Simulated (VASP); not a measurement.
```
CELL_PARAMETERS angstrom
      0.00000     3.08285     3.08285
      3.08285     0.00000     3.08285
      3.08285     3.08285     0.00000
ATOMIC_POSITIONS crystal
  Pb 0.00000 0.00000 0.00000
  Se 0.50000 0.50000 0.50000
```

Calculation: RPBE GGA, VASP's PBE PAW potentials (set 64) (plane waves; VASP). Settings: 520 eV cut-off, 7×7×7 Γ-centred mesh, Gaussian smearing of 0.050 eV, potentials Pb_d Se.

**Question.** Predict the energy per atom (σ→0), pressure.

**Answer.** 
```
Property                       Result
---------------------  --------------
energy per atom (σ→0)  -3.747 eV/atom
pressure                     2.95 GPa
```

Only differences to runs with the same potentials and settings are physical.

The compound is PbSe in the rock salt structure. This cell is one point of a volume scan, at 0.94 of the reference volume.
